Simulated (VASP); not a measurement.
**BN (zinc blende): computed properties**

Calculation: PBEsol GGA, VASP's PBE PAW potentials (set 64) (plane waves; VASP).

For BN, the space group comes out as F-43m (216) and the cell is a = 3.6076 Å, b = 3.6076 Å, c = 3.6076 Å, α = 90.00°, β = 90.00°, γ = 90.00°. The volume per atom is 5.87 Å³/atom and the band gap (over mesh and band path) is 4.28 eV. The smallest direct gap (over mesh and band path) is 8.79 eV and the Hill bulk modulus is 388 GPa. The Hill shear modulus is 389 GPa and the Poisson's ratio is 0.124. The band-edge character is indirect, Γ to X and the density comes out as 3.51 g/cm³. The mean ε∞ (DFPT) comes out as 4.63 and the mean ε∞ (independent particles) is 4.75. The C11 is 794 GPa, the C12 is 184 GPa and the C44 comes out as 457 GPa.

```
CELL_PARAMETERS angstrom
      0.00000     1.80378     1.80378
      1.80378     0.00000     1.80378
      1.80378     1.80378     0.00000
ATOMIC_POSITIONS crystal
  B  0.00000 0.00000 0.00000
  N  0.25000 0.25000 0.25000
```

Measured: gap 6.20 eV at 300 K (computed value off by -1.92 eV), as given by arXiv:1206.3780; a 3.593 Å at 0 K (computed value off by +0.4 %), as given by Tamar Goldzak et al., The Journal of Chemical Physics (2022), arXiv:2208.04865 [corrected for zero-point motion]; bulk modulus 400 GPa (computed value off by -3.1 %), as given by M. Råsander et al., The Journal of Chemical Physics (2015), arXiv:1505.02379; ε∞ 4.50 (computed value off by +2.9 %), as given by Jonathan H. Skone et al., Physical Review B (2014), arXiv:1501.03184. The calculation is for a static lattice, while the measured bulk modulus holds thermal and zero-point effects, which are part of the difference.

The compound is BN in the zinc blende structure. It was relaxed first. Symmetry was kept, so distortions that lower it aren't found.
